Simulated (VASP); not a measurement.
Given:

```
Pt
1.0
    0.00000     1.95219     1.95219
    1.95219     0.00000     1.95219
    1.95219     1.95219     0.00000
Pt
1
Direct
  0.00000   0.00000   0.00000
```

Computed with MS2 meta-GGA, VASP's PBE PAW potentials (set 64) (plane waves; VASP). Numerical set-up: 520 eV cut-off, 18×18×18 Γ-centred mesh, tetrahedra with Blöchl corrections, potentials Pt.

Unless said otherwise, spin-orbit coupling is left out, though it shifts the bands of the heavy elements here.

Question: Predict the energy per atom (σ→0), band gap (over mesh and band path) with the smallest direct gap where there is one.

Answer: 
```yaml
band gap (over mesh and band path): none (metal, semimetal or under 0.01 eV)
energy per atom (σ→0): 12.052 eV/atom
```

Only differences to runs with the same potentials and settings are physical.

The compound is Pt in the fcc structure. It was relaxed first.
